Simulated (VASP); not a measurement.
Computed with PBEsol GGA, VASP's PBE PAW potentials (set 64) (plane waves; VASP 6.6.1).

Input for VASP

### KPOINTS
```
Automatic mesh
0
Gamma
9 9 9
0 0 0
```

### INCAR
```
SYSTEM = NiSi2
PREC = Accurate
ENCUT = 400
EDIFF = 1E-6
NELM = 100
ALGO = Normal
LREAL = .FALSE.
LASPH = .TRUE.
ISMEAR = 1
SIGMA = 0.1
GGA = PS
LMAXMIX = 4
LWAVE = .FALSE.
LCHARG = .FALSE.
IBRION = 2
ISIF = 3
NSW = 60
EDIFFG = -0.02
```

File POSCAR:
```
NiSi2
1
    0.0000000000     2.6943245354     2.6943245354
    2.6943245354     0.0000000000     2.6943245354
    2.6943245354     2.6943245354     0.0000000000
Si Ni
2 1
Direct
  0.2500000000   0.2500000000   0.2500000000
  0.7500000000   0.7500000000   0.7500000000
  0.0000000000   0.0000000000   0.0000000000
```

POTCAR, in this order: Si Ni (PBE.64 set). Program: vasp_std.

The run wrote:

File OUTCAR:
```
 ion  position               nearest neighbor table
   1  0.250  0.250  0.250-   3 2.33   3 2.33   3 2.33   3 2.33   2 2.69   2 2.69   2 2.69   2 2.69
                             2 2.69   2 2.69
   2  0.750  0.750  0.750-   3 2.33   3 2.33   3 2.33   3 2.33   1 2.69   1 2.69   1 2.69   1 2.69
                             1 2.69   1 2.69
   3  0.000  0.000  0.000-   2 2.33   2 2.33   2 2.33   1 2.33   2 2.33   1 2.33   1 2.33   1 2.33
  LATTYP: Found a face centered cubic cell.
 ALAT       =     5.3886490708
 Subroutine PRICEL returns:
 Original cell was already a primitive cell.
 Subroutine GETGRP returns: Found 48 space group operations
The static configuration has the point symmetry O_h .
The dynamic configuration has the point symmetry O_h .
 Subroutine INISYM returns: Found 48 space group operations
 Subroutine IBZKPT returns following result:
 Found     35 irreducible k-points:

 Following reciprocal coordinates:
            Coordinates               Weight
  0.000000  0.000000  0.000000      1.000000
  0.111111  0.000000  0.000000      8.000000
  0.222222  0.000000  0.000000      8.000000
  0.333333  0.000000  0.000000      8.000000
  0.444444  0.000000  0.000000      8.000000
  0.111111  0.111111  0.000000      6.000000
  0.222222  0.111111  0.000000     24.000000
  0.333333  0.111111  0.000000     24.000000
  0.444444  0.111111  0.000000     24.000000
 -0.444444  0.111111  0.000000     24.000000
 -0.333333  0.111111  0.000000     24.000000
 -0.222222  0.111111  0.000000     24.000000
 -0.111111  0.111111  0.000000     12.000000
  0.222222  0.222222  0.000000      6.000000
  0.333333  0.222222  0.000000     24.000000
  0.444444  0.222222  0.000000     24.000000
 -0.444444  0.222222  0.000000     24.000000
 -0.333333  0.222222  0.000000     24.000000
 -0.222222  0.222222  0.000000     12.000000
  0.333333  0.333333  0.000000      6.000000
  0.444444  0.333333  0.000000     24.000000
...
```

File OSZICAR:
```
       N       E                     dE             d eps       ncg     rms          rms(c)
DAV:   1     0.617131370142E+02    0.61713E+02   -0.67295E+03   910   0.114E+03
DAV:   2    -0.174770283348E+02   -0.79190E+02   -0.74472E+02   910   0.230E+02
DAV:   3    -0.211923943687E+02   -0.37154E+01   -0.36389E+01  1200   0.557E+01
DAV:   4    -0.212631155847E+02   -0.70721E-01   -0.70644E-01  1016   0.742E+00
DAV:   5    -0.212649325382E+02   -0.18170E-02   -0.18166E-02  1229   0.126E+00    0.173E+01
DAV:   6    -0.260891490193E+02   -0.48242E+01   -0.58266E+01   980   0.190E+02    0.255E+01
DAV:   7    -0.191173150476E+02    0.69718E+01   -0.17283E+01  1103   0.118E+02    0.417E+00
DAV:   8    -0.190331554782E+02    0.84160E-01   -0.23616E+00  1328   0.263E+01    0.262E+00
DAV:   9    -0.189834705553E+02    0.49685E-01   -0.28304E-01  1132   0.106E+01    0.588E-01
DAV:  10    -0.189818713306E+02    0.15992E-02   -0.97373E-03  1262   0.198E+00    0.265E-01
DAV:  11    -0.189817379205E+02    0.13341E-03   -0.85626E-04  1310   0.298E-01    0.451E-02
DAV:  12    -0.189817575320E+02   -0.19611E-04   -0.66848E-05  1232   0.175E-01    0.251E-02
DAV:  13    -0.189817510612E+02    0.64708E-05   -0.22012E-05  1216   0.121E-01    0.706E-03
DAV:  14    -0.189817510852E+02   -0.23947E-07   -0.17417E-06   729   0.158E-02
   1 F= -.18981751E+02 E0= -.18981935E+02  d E =-.189818E+02
       N       E                     dE             d eps       ncg     rms          rms(c)
DAV:   1    -0.189940966190E+02   -0.12346E-01   -0.10875E-01  1005   0.731E+00    0.104E+00
DAV:   2    -0.190177058102E+02   -0.23609E-01   -0.26222E-01  1146   0.136E+01    0.163E+00
DAV:   3    -0.189822955691E+02    0.35410E-01   -0.12311E-01  1104   0.920E+00    0.180E-01
DAV:   4    -0.189820513334E+02    0.24424E-03   -0.28436E-03   990   0.550E-01    0.444E-02
DAV:   5    -0.189820337396E+02    0.17594E-04   -0.10349E-04  1351   0.189E-01    0.175E-02
DAV:   6    -0.189820321686E+02    0.15710E-05   -0.81925E-06  1350   0.424E-02    0.351E-03
DAV:   7    -0.189820322814E+02   -0.11279E-06   -0.54580E-07   640   0.113E-02
   2 F= -.18982032E+02 E0= -.18982272E+02  d E =-.281196E-03
       N       E                     dE             d eps       ncg     rms          rms(c)
DAV:   1    -0.189830461380E+02   -0.10140E-02   -0.83563E-03  1005   0.202E+00    0.293E-01
DAV:   2    -0.189849258342E+02   -0.18797E-02   -0.20772E-02  1112   0.379E+00    0.454E-01
DAV:   3    -0.189821294350E+02    0.27964E-02   -0.93772E-03  1091   0.261E+00    0.442E-02
DAV:   4    -0.189821179314E+02    0.11504E-04   -0.23315E-04   975   0.110E-01    0.187E-02
DAV:   5    -0.189821131246E+02    0.48068E-05   -0.11223E-05  1168   0.799E-02    0.567E-03
DAV:   6    -0.189821130008E+02    0.12386E-06   -0.12215E-06   570   0.188E-02
   3 F= -.18982113E+02 E0= -.18982339E+02  d E =-.361916E-03
```

OUTCAR:
```
------------------------ aborting loop because EDIFF is reached ----------------------------------------
  FORCE on cell =-STRESS in cart. coord.  units (eV):
  Direction    XX          YY          ZZ          XY          YZ          ZX
  --------------------------------------------------------------------------------------
  Total       -0.0017450     -0.0017450     -0.0017450     -0.0000000      0.0000000     -0.0000000
  in kB       -0.0711391     -0.0711391     -0.0711391     -0.0000000      0.0000000     -0.0000000
  external PRESSURE =      -0.0711391 kB  Pullay stress =       0.0000000 kB
  volume of cell :       39.30
      direct lattice vectors                 reciprocal lattice vectors
    -0.000000000  2.698509271  2.698509271    -0.185287486  0.185287486  0.185287486
     2.698509271  0.000000000  2.698509271     0.185287486 -0.185287486  0.185287486
     2.698509271  2.698509271 -0.000000000     0.185287486  0.185287486 -0.185287486
 POSITION                                       TOTAL-FORCE (eV/Angst)
 -----------------------------------------------------------------------------------
      1.34925      1.34925      1.34925        -0.000000     -0.000000     -0.000000
      4.04776      4.04776      4.04776         0.000000      0.000000      0.000000
      0.00000      0.00000      0.00000        -0.000000     -0.000000     -0.000000
 -----------------------------------------------------------------------------------
    total drift:                               -0.000000     -0.000000      0.000000
  FREE ENERGIE OF THE ION-ELECTRON SYSTEM (eV)
  ---------------------------------------------------
  free  energy   TOTEN  =       -18.9821130008 eV

  energy  without entropy=      -18.9827913760  energy(sigma->0) =      -18.98233913

 reached required accuracy - stopping structural energy minimisation
```
(Selected blocks of OUTCAR.)

**CONTCAR**
```
NiSi2
   1.00000000000000
    -0.0000000000000000    2.6985092708622189    2.6985092708622189
     2.6985092708622189    0.0000000000000000    2.6985092708622189
     2.6985092708622189    2.6985092708622189   -0.0000000000000000
  Si              Ni
     2     1
Direct
     0.2500000000000000    0.2500000000000000    0.2500000000000000
     0.7500000000000000    0.7500000000000000    0.7500000000000000
     0.0000000000000000    0.0000000000000000    0.0000000000000000
```

OUTCAR:
```
 val. band max:       10.4101215859   @ k =   0.3333   0.2222   0.0000

 cond. band min:      10.5005878117   @ k =   0.1111   0.1111   0.0000


 Fermi energy:        10.4759186777

 k-point     1 :       0.0000    0.0000    0.0000
  band No.  band energies     occupation
      1      -3.4644      2.00000
      2       5.1904      2.00000
      3       5.1904      2.00000
      4       5.1904      2.00000
      5       6.8917      2.00000
      6       6.8917      2.00000
      7      10.2100      2.00110
      8      12.1602     -0.00000
      9      12.1602     -0.00000
     10      12.1602     -0.00000
     11      12.6812      0.00000
     12      12.6812      0.00000
     13      12.6812      0.00000

 k-point     2 :       0.1111    0.0000    0.0000
  band No.  band energies     occupation
      1      -3.2805      2.00000
      2       4.8283      2.00000
      3       5.2480      2.00000
      4       5.2480      2.00000
      5       6.8587      2.00000
      6       6.8587      2.00000
      7       9.7536      2.00000
      8      11.0720     -0.00000
      9      11.4089     -0.00000
     10      11.4089     -0.00000
     11      13.3902      0.00000
     12      13.3902      0.00000
     13      14.3575      0.00000

 k-point     3 :       0.2222    0.0000    0.0000
  band No.  band energies     occupation
      1      -2.7347      2.00000
      2       3.8387      2.00000
      3       5.3923      2.00000
      4       5.3923      2.00000
      5       6.8111      2.00000
      6       6.8111      2.00000
      7       8.2599      2.00000
      8      10.5187      0.34380
      9      10.5187      0.34379
     10      11.4273     -0.00000
     11      13.0721      0.00000
     12      13.0721      0.00000
     13      14.0600      0.00000

 k-point     4 :       0.3333    0.0000    0.0000
  band No.  band energies     occupation
      1      -1.8464      2.00000
      2       2.4224      2.00000
      3       5.5368      2.00000
...
```

The compound is NiSi2 in the fluorite structure. This run relaxes it. Symmetry was kept, so distortions that lower it aren't found. The start is the result of an earlier pass. The run is not spin-polarised, so no magnetic state was tried.
